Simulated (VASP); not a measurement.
Data:

```
CELL_PARAMETERS angstrom
      0.00000     2.71824     2.71824
      2.71824     0.00000     2.71824
      2.71824     2.71824     0.00000
ATOMIC_POSITIONS crystal
  K  0.00000 0.00000 0.00000
  F  0.50000 0.50000 0.50000
```

Method: revPBE GGA, VASP's PBE PAW potentials (set 64) (plane waves; VASP). Run with 520 eV cut-off, 8×8×8 Γ-centred mesh, Gaussian smearing of 0.050 eV, potentials K_sv F.

Q: Give the stress tensor in GPa (positive for a compressed cell).

A: 
```
1.75  0.00  0.00
0.00  1.75  0.00
0.00  0.00  1.75
```
The pressure is its mean diagonal, 1.75 GPa.

The compound is KF in the rock salt structure. This cell is one point of a volume scan, at 0.94 of the reference volume.
